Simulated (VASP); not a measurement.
Output of a VASP run:

**OSZICAR**
```
       N       E                     dE             d eps       ncg     rms          rms(c)
DAV:   1     0.112378825010E+02    0.11238E+02   -0.42300E+03  7220   0.112E+03
DAV:   2    -0.153243535601E+02   -0.26562E+02   -0.24758E+02  7119   0.136E+02
DAV:   3    -0.156958993094E+02   -0.37155E+00   -0.37062E+00  7959   0.224E+01
DAV:   4    -0.156979859013E+02   -0.20866E-02   -0.20864E-02  7635   0.156E+00
DAV:   5    -0.156980101445E+02   -0.24243E-04   -0.24243E-04  7625   0.152E-01    0.121E+01
DAV:   6    -0.142111436142E+02    0.14869E+01   -0.20985E+01  7467   0.733E+01    0.821E+00
DAV:   7    -0.143409692377E+02   -0.12983E+00   -0.30956E+00  8163   0.243E+01    0.516E+00
DAV:   8    -0.143514546642E+02   -0.10485E-01   -0.74804E-02  7867   0.275E+00    0.241E+00
DAV:   9    -0.143473219542E+02    0.41327E-02   -0.12068E-01  8258   0.403E+00    0.855E-01
DAV:  10    -0.143506500109E+02   -0.33281E-02   -0.13458E-02  7468   0.142E+00    0.266E-01
DAV:  11    -0.143512044729E+02   -0.55446E-03   -0.60949E-04  7645   0.431E-01    0.110E-01
DAV:  12    -0.143511506119E+02    0.53861E-04   -0.24041E-04  8081   0.225E-01    0.497E-02
DAV:  13    -0.143511422552E+02    0.83567E-05   -0.11044E-05  7518   0.392E-02    0.149E-02
DAV:  14    -0.143511452888E+02   -0.30337E-05   -0.71514E-06  7298   0.291E-02    0.126E-02
DAV:  15    -0.143511434171E+02    0.18718E-05   -0.28022E-06  7440   0.233E-02    0.200E-03
DAV:  16    -0.143511435643E+02   -0.14721E-06   -0.37915E-08  3617   0.247E-03    0.656E-04
DAV:  17    -0.143511437670E+02   -0.20269E-06   -0.91662E-09  3543   0.111E-03    0.349E-04
DAV:  18    -0.143511438092E+02   -0.42273E-07   -0.24284E-09  3537   0.593E-04
   1 F= -.14351144E+02 E0= -.14351121E+02  d E =-.673283E-04  mag=     2.6150
```

File OUTCAR:
```
------------------------ aborting loop because EDIFF is reached ----------------------------------------
  FORCE on cell =-STRESS in cart. coord.  units (eV):
  Direction    XX          YY          ZZ          XY          YZ          ZX
  --------------------------------------------------------------------------------------
  Total        0.5346530      0.5346530      0.5346530     -0.0000000      0.0000000      0.0000000
  in kB       75.6654301     75.6654301     75.6654301     -0.0000000      0.0000000      0.0000000
  external PRESSURE =      75.6654301 kB  Pullay stress =       0.0000000 kB
  volume of cell :       11.32
      direct lattice vectors                 reciprocal lattice vectors
    -1.414517647  1.414517647  1.414517647     0.000000000  0.353477386  0.353477386
     1.414517647 -1.414517647  1.414517647     0.353477386  0.000000000  0.353477386
     1.414517647  1.414517647 -1.414517647     0.353477386  0.353477386  0.000000000
 POSITION                                       TOTAL-FORCE (eV/Angst)
 -----------------------------------------------------------------------------------
      0.00000      0.00000      0.00000        -0.000000      0.000000     -0.000000
 -----------------------------------------------------------------------------------
    total drift:                                0.000000      0.000000      0.000000
  FREE ENERGIE OF THE ION-ELECTRON SYSTEM (eV)
  ---------------------------------------------------
  free  energy   TOTEN  =       -14.3511438092 eV

  energy  without entropy=      -14.3510764809  energy(sigma->0) =      -14.35112137

 total charge

# of ion       s       p       d       tot
------------------------------------------
    1        0.495   0.582   6.204   7.280

 magnetization (x)

# of ion       s       p       d       tot
------------------------------------------
    1       -0.013  -0.120   2.803   2.671
```
(Selected blocks of OUTCAR.)

**POSCAR**
```
Fe
1
   -1.4145176474     1.4145176474     1.4145176474
    1.4145176474    -1.4145176474     1.4145176474
    1.4145176474     1.4145176474    -1.4145176474
Fe
1
Direct
  0.0000000000   0.0000000000   0.0000000000
```

Reconstruct the remaining input files.

This is not unique; one that fits is the input of the run itself, r2SCAN meta-GGA, plane waves, VASP's PBE PAW potentials (set 64).

KPOINTS:
```
Automatic mesh
0
Gamma
18 18 18
0 0 0
```

INCAR:
```
SYSTEM = Fe
PREC = Accurate; ENCUT = 520; LREAL = .FALSE.
LASPH = .TRUE.
EDIFF = 1E-7; NELM = 100; ALGO = Normal
LMAXMIX = 4; LMIXTAU = .TRUE.
ISMEAR = 1; SIGMA = 0.1
METAGGA = R2SCAN
ISPIN = 2; MAGMOM = 2.7
ISIF = 2
LWAVE = .FALSE.; LCHARG = .FALSE.; LORBIT = 10
```

POTCAR, in this order: Fe (PBE.64 set). Program: vasp_std.

The compound is Fe in the bcc structure. This cell is one point of a volume scan, at 0.97 of the reference volume.
